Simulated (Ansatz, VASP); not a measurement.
# Al2O3 (Corundum) in two plane-wave programs, part 2 of 3

One calculation is typed for both programs; each brings its own data sets. How far apart do they land? The cell is taken from a series of runs on this material, whose earlier steps may have relaxed, scaled, displaced or heated it; both programs get it as it stands.

VASP 6.6.1 and Ansatz 0.2.0.

So far: Set-up; Ansatz: zone-centre phonons, LDA.

### 3. VASP: zone-centre phonons, LDA

Level of this step: LDA; plane waves and PAW (Al, O) (VASP).

The same cell, functional (in two slightly different forms) and mesh now go to VASP, with its own data sets.

Lines of VASP's logs that name or quote its potential files are left out, and so is its time.

Input file INCAR:

```
SYSTEM = Al2O3
PREC = Accurate
ENCUT = 600
EDIFF = 1E-08
NELM = 120
ISMEAR = 0
SIGMA = 0.01
LREAL = .FALSE.
ALGO = Normal
GGA = PW92
NBANDS = 34
LORBIT = 11
LWAVE = .FALSE.
LCHARG = .FALSE.
ISIF = 2
IBRION = 8
LEPSILON = .TRUE.
LASPH = .TRUE.
GGA_COMPAT = .FALSE.
EFERMI = MIDGAP
KPAR = 2
```

Input file POSCAR:

```
Al2O3
1.0
    2.3630204658      1.3642905020      4.2885075546
   -2.3630204658      1.3642905020      4.2885075546
    0.0000000000     -2.7285810041      4.2885075545
Al O
4 6
Direct
    0.3513128929      0.3513128929      0.3513128929
    0.1486871071      0.1486871071      0.1486871071
    0.6486871071      0.6486871071      0.6486871071
    0.8513128929      0.8513128929      0.8513128929
    0.5569416991      0.9430583009      0.2500000000
    0.2500000000      0.5569416991      0.9430583009
    0.9430583009      0.2500000000      0.5569416991
    0.4430583009      0.0569416991      0.7500000000
    0.7500000000      0.4430583009      0.0569416991
    0.0569416991      0.7500000000      0.4430583009
```

Input file KPOINTS:

```
Automatic mesh
0
Gamma
4 4 4
0 0 0
```

PAW data sets: Al and O (LDA family, release 64).

Started as:

```sh
mpirun -np 2 vasp_std
```

Log:

```text
[banner, memory and clock lines left out]
running    2 mpi-ranks, on    1 nodes
 distrk:  each k-point on    1 cores,    2 groups
 distr:  one band on    1 cores,    1 groups

 POSCAR found type information on POSCAR AlO
 POSCAR found :  2 types and      10 ions
|                                                                             |
|               ----> ADVICE to this user running VASP <----                  |
|                                                                             |
|     You enforced a specific xc type in the INCAR file but a different       |
|     [... a line on the potential file left out ...]
|     I HOPE YOU KNOW WHAT YOU ARE DOING!                                     |
|                                                                             |

 LDA part: xc-table for (Slater(with rela. corr.)+PW92), standard interpolation
 POSCAR, INCAR and KPOINTS ok, starting setup
 FFT: planning ... GRIDC
 FFT: planning ... GRID_SOFT
 FFT: planning ... GRID
 WAVECAR not read
 entering main loop
       N       E                     dE             d eps       ncg     rms          rms(c)
DAV:   1     0.247095432498E+03    0.24710E+03   -0.27949E+04   884   0.152E+03
DAV:   2    -0.774337397754E+02   -0.32453E+03   -0.31358E+03  1134   0.309E+02
DAV:   3    -0.915800277571E+02   -0.14146E+02   -0.14098E+02  1134   0.651E+01
DAV:   4    -0.916865339238E+02   -0.10651E+00   -0.10644E+00  1112   0.654E+00
DAV:   5    -0.916875380335E+02   -0.10041E-02   -0.10039E-02  1098   0.637E-01    0.177E+01
DAV:   6    -0.833794956136E+02    0.83080E+01   -0.30226E+01  1076   0.293E+01    0.636E+00
DAV:   7    -0.832709076276E+02    0.10859E+00   -0.89752E-01  1064   0.468E+00    0.321E+00
DAV:   8    -0.831914459630E+02    0.79462E-01   -0.77006E-02  1104   0.209E+00    0.744E-01
DAV:   9    -0.831844380141E+02    0.70079E-02   -0.13697E-02  1144   0.619E-01    0.269E-01
DAV:  10    -0.831844961965E+02   -0.58182E-04   -0.47707E-04  1054   0.137E-01    0.654E-02
DAV:  11    -0.831844784430E+02    0.17753E-04   -0.12876E-04  1080   0.670E-02    0.264E-02
DAV:  12    -0.831844785530E+02   -0.10992E-06   -0.39685E-06  1120   0.136E-02    0.629E-03
DAV:  13    -0.831844782412E+02    0.31177E-06   -0.12225E-06  1094   0.653E-03    0.156E-03
DAV:  14    -0.831844782391E+02    0.20923E-08   -0.45374E-08  1008   0.129E-03
   1 F= -.83184478E+02 E0= -.83184478E+02  d E =0.000000E+00
 Linear response reoptimize wavefunctions to high precision
DAV:   1    -0.831844782391E+02    0.43656E-10   -0.59183E-09   772   0.391E-04
DAV:   2    -0.831844782392E+02   -0.14097E-09   -0.51603E-10   586   0.137E-04
DAV:   3    -0.831844782393E+02   -0.64574E-10   -0.60068E-11   562   0.419E-05
 Linear response G [H, r] |phi>, progress :
  Direction:   1
       N       E                     dE             d eps       ncg     rms
RMM:   1    -0.197931536294E+03   -0.19793E+03    0.12944E+02  2050   0.924E+01
RMM:   2    -0.171311220319E+03    0.26620E+02   -0.10819E+01  1521   0.185E+01
RMM:   3    -0.171350517127E+03   -0.39297E-01   -0.10938E-01  1597   0.181E+00
RMM:   4    -0.171351704083E+03   -0.11870E-02    0.21365E-04  1657   0.229E-01
RMM:   5    -0.171351694220E+03    0.98635E-05    0.24337E-03  1670   0.368E-02
RMM:   6    -0.171351653078E+03    0.41142E-04    0.28895E-03  1691   0.132E-02
RMM:   7    -0.171351651521E+03    0.15572E-05    0.29076E-03  1689   0.108E-02
RMM:   8    -0.171351651113E+03    0.40764E-06    0.29266E-03  1652   0.107E-02
RMM:   9    -0.171351650879E+03    0.23356E-06    0.30757E-03  1569   0.106E-02
RMM:  10    -0.171351664190E+03   -0.13310E-04    0.41695E-03  1549   0.108E-02
 Linear response G [H, r] |phi>, progress :
  Direction:   2
       N       E                     dE             d eps       ncg     rms
RMM:   1    -0.200072808578E+03   -0.20007E+03    0.11200E+02  2053   0.924E+01
RMM:   2    -0.172710781925E+03    0.27362E+02   -0.10931E+01  1539   0.186E+01
RMM:   3    -0.172759396157E+03   -0.48614E-01   -0.11461E-01  1602   0.182E+00
RMM:   4    -0.172760743484E+03   -0.13473E-02   -0.61578E-03  1647   0.235E-01
RMM:   5    -0.172760775600E+03   -0.32116E-04   -0.42057E-03  1681   0.371E-02
RMM:   6    -0.172760829048E+03   -0.53448E-04   -0.46956E-03  1695   0.136E-02
RMM:   7    -0.172760824741E+03    0.43066E-05   -0.46455E-03  1693   0.113E-02
RMM:   8    -0.172760824115E+03    0.62643E-06   -0.45960E-03  1650   0.111E-02
RMM:   9    -0.172760822703E+03    0.14122E-05   -0.43887E-03  1564   0.111E-02
RMM:  10    -0.172760807934E+03    0.14769E-04   -0.27318E-03  1556   0.112E-02
 Linear response G [H, r] |phi>, progress :
  Direction:   3
       N       E                     dE             d eps       ncg     rms
RMM:   1    -0.199164419273E+03   -0.19916E+03    0.11347E+02  1982   0.925E+01
RMM:   2    -0.172006966708E+03    0.27157E+02   -0.10376E+01  1539   0.180E+01
[...]
RMM:   7    -0.531284257115E+00   -0.52007E-04   -0.17536E-07  1586   0.265E-03    0.443E-04
RMM:   8    -0.531296293966E+00   -0.12037E-04    0.70767E-09  1672   0.721E-04    0.156E-04
RMM:   9    -0.531295465947E+00    0.82802E-06    0.22575E-08  1528   0.493E-04    0.196E-05
RMM:  10    -0.531295314709E+00    0.15124E-06    0.16725E-08  1262   0.460E-04    0.532E-06
 change of polarisation eV/A/(eV/A) component  3 :    -0.026    -0.061     1.000
[...]
force on displaced ion       1 direction 3 :   0.000   0.000 -19.906
 Born effective charge ion    1 direction 3 :   0.000  -0.000   2.905
 Linear response progress:
  Degree of freedom:   3/  5
       N       E                     dE             d eps       ncg     rms          rms(c)
RMM:   1    -0.368989352111E+00   -0.36899E+00    0.39008E-01  3075   0.301E+00
RMM:   2    -0.364280278348E+00    0.47091E-02   -0.65621E-03  2825   0.395E-01    0.178E-01
RMM:   3    -0.365241075090E+00   -0.96080E-03   -0.12953E-03  2634   0.166E-01    0.883E-02
RMM:   4    -0.367110389264E+00   -0.18693E-02   -0.11520E-03  2767   0.146E-01    0.187E-02
RMM:   5    -0.367111946089E+00   -0.15568E-05   -0.40531E-05  3048   0.291E-02    0.643E-03
RMM:   6    -0.367158492620E+00   -0.46547E-04   -0.45152E-07  3121   0.509E-03    0.125E-03
RMM:   7    -0.367160591607E+00   -0.20990E-05   -0.12658E-07  3121   0.102E-03    0.597E-04
RMM:   8    -0.367162410584E+00   -0.18190E-05   -0.14512E-08  3130   0.570E-04    0.161E-04
RMM:   9    -0.367161436363E+00    0.97422E-06    0.22487E-07  3120   0.365E-04    0.798E-05
RMM:  10    -0.367161899300E+00   -0.46294E-06    0.29177E-07  3145   0.342E-04    0.254E-05
RMM:  11    -0.367161723618E+00    0.17568E-06   -0.81952E-07  3156   0.339E-04    0.527E-06
RMM:  12    -0.367161761716E+00   -0.38097E-07   -0.75566E-07  3192   0.332E-04    0.273E-06
RMM:  13    -0.367161744342E+00    0.17373E-07    0.92920E-08  3218   0.331E-04    0.733E-07
RMM:  14    -0.367161752793E+00   -0.84509E-08   -0.40933E-07  3241   0.328E-04    0.675E-07
RMM:  15    -0.367161749043E+00    0.37500E-08   -0.28798E-07  3277   0.327E-04    0.235E-07
RMM:  16    -0.367161749955E+00   -0.91220E-09   -0.33468E-07  3319   0.325E-04    0.284E-07
RMM:  17    -0.367161749614E+00    0.34139E-09   -0.15584E-07  3368   0.325E-04    0.209E-07
RMM:  18    -0.367161749638E+00   -0.24262E-10   -0.20170E-07  3399   0.324E-04    0.210E-07
RMM:  19    -0.367161749357E+00    0.28112E-09   -0.14371E-07  3469   0.323E-04    0.217E-07
RMM:  20    -0.367161749781E+00   -0.42404E-09   -0.10947E-07  3514   0.323E-04    0.215E-07
 first order change of Fermi-energy   0.37045E+00
 force on displaced ion       5 direction 1 : -18.793   0.000  -0.000
 Born effective charge ion    5 direction 1 :  -2.060   0.000   0.000
 Linear response progress:
  Degree of freedom:   4/  5
       N       E                     dE             d eps       ncg     rms          rms(c)
RMM:   1    -0.368881510002E+00   -0.36888E+00    0.36179E-01  4706   0.298E+00
RMM:   2    -0.364323101327E+00    0.45584E-02   -0.59062E-03  4223   0.379E-01    0.173E-01
RMM:   3    -0.365310530654E+00   -0.98743E-03   -0.11658E-03  3904   0.158E-01    0.860E-02
RMM:   4    -0.367173562378E+00   -0.18630E-02   -0.10985E-03  4123   0.144E-01    0.174E-02
RMM:   5    -0.367134068320E+00    0.39494E-04   -0.40272E-05  4588   0.293E-02    0.451E-03
RMM:   6    -0.367194417384E+00   -0.60349E-04   -0.74251E-07  4688   0.460E-03    0.142E-03
RMM:   7    -0.367185256883E+00    0.91605E-05    0.23693E-08  4677   0.150E-03    0.660E-04
RMM:   8    -0.367192460587E+00   -0.72037E-05    0.23950E-07  4697   0.813E-04    0.160E-04
RMM:   9    -0.367192159770E+00    0.30082E-06    0.13886E-06  4693   0.349E-04    0.791E-05
RMM:  10    -0.367192255770E+00   -0.96000E-07    0.13839E-06  4712   0.333E-04    0.115E-05
RMM:  11    -0.367192240172E+00    0.15599E-07    0.11015E-06  4749   0.327E-04    0.569E-06
RMM:  12    -0.367192276301E+00   -0.36129E-07   -0.30985E-08  4768   0.325E-04    0.154E-06
RMM:  13    -0.367192271237E+00    0.50637E-08    0.99753E-07  4831   0.325E-04    0.595E-07
RMM:  14    -0.367192272179E+00   -0.94150E-09    0.37887E-07  4851   0.322E-04    0.333E-07
RMM:  15    -0.367192271293E+00    0.88601E-09    0.29166E-07  4969   0.321E-04    0.229E-07
RMM:  16    -0.367192271723E+00   -0.42998E-09    0.28165E-07  5033   0.319E-04    0.202E-07
RMM:  17    -0.367192271552E+00    0.17033E-09    0.30414E-07  5116   0.318E-04    0.166E-07
RMM:  18    -0.367192271521E+00    0.30710E-10    0.17434E-07  5187   0.318E-04    0.163E-07
RMM:  19    -0.367192271496E+00    0.25058E-10    0.25427E-07  5273   0.317E-04    0.148E-07
RMM:  20    -0.367192271360E+00    0.13670E-09    0.24188E-07  5327   0.317E-04    0.130E-07
RMM:  21    -0.367192271335E+00    0.24287E-10    0.17040E-07  5409   0.317E-04    0.944E-08
 first order change of Fermi-energy  -0.20407E-04
 force on displaced ion       5 direction 2 :  -0.000 -19.321   6.212
 Born effective charge ion    5 direction 2 :   0.000  -1.862   0.338
 Linear response progress:
  Degree of freedom:   5/  5
       N       E                     dE             d eps       ncg     rms          rms(c)
RMM:   1    -0.369291813084E+00   -0.36929E+00    0.36569E-01  4666   0.297E+00
RMM:   2    -0.365134620416E+00    0.41572E-02   -0.60298E-03  4294   0.379E-01    0.171E-01
RMM:   3    -0.366166833282E+00   -0.10322E-02   -0.11788E-03  3887   0.158E-01    0.850E-02
RMM:   4    -0.368026883272E+00   -0.18600E-02   -0.10869E-03  4148   0.140E-01    0.184E-02
RMM:   5    -0.367997757805E+00    0.29125E-04   -0.53318E-05  4463   0.336E-02    0.492E-03
RMM:   6    -0.368093582524E+00   -0.95825E-04   -0.50284E-06  4648   0.886E-03    0.158E-03
RMM:   7    -0.368094277983E+00   -0.69546E-06   -0.71481E-08  4648   0.154E-03    0.484E-04
RMM:   8    -0.368096710059E+00   -0.24321E-05    0.10927E-07  4684   0.479E-04    0.194E-04
RMM:   9    -0.368096606769E+00    0.10329E-06    0.89213E-07  4689   0.341E-04    0.366E-05
RMM:  10    -0.368096580158E+00    0.26611E-07    0.16093E-06  4717   0.314E-04    0.145E-05
RMM:  11    -0.368096549700E+00    0.30458E-07    0.91315E-07  4731   0.312E-04    0.286E-06
RMM:  12    -0.368096577075E+00   -0.27375E-07    0.10400E-06  4761   0.311E-04    0.101E-06
RMM:  13    -0.368096578986E+00   -0.19120E-08    0.10689E-06  4810   0.309E-04    0.523E-07
RMM:  14    -0.368096579928E+00   -0.94130E-09    0.75150E-07  4834   0.306E-04    0.244E-07
RMM:  15    -0.368096579695E+00    0.23299E-09    0.35204E-07  4950   0.305E-04    0.236E-07
RMM:  16    -0.368096580239E+00   -0.54418E-09    0.37148E-07  5021   0.304E-04    0.168E-07
RMM:  17    -0.368096579728E+00    0.51117E-09    0.81108E-08  5114   0.303E-04    0.156E-07
 first order change of Fermi-energy   0.39281E-04
 force on displaced ion       5 direction 3 :   0.000   6.208 -16.463
 Born effective charge ion    5 direction 3 :  -0.000   0.249  -1.938
 Born effective charges drift removed
 Linear response finished
```

(Part 2 of 3 ends here.)

[Lines on the potential files, build, host, timing and source positions are cut from VASP's logs without a mark.]

[Logs are printed without paths, hosts, clocks, repeated set-up lines and the standing remarks that a program may print on its own settings, such as how far it seeks lower states.]

[Hosts, paths, dates, database ids (printed as entryN), source tags and the programs' standing remarks are cut or masked in the printed files.]
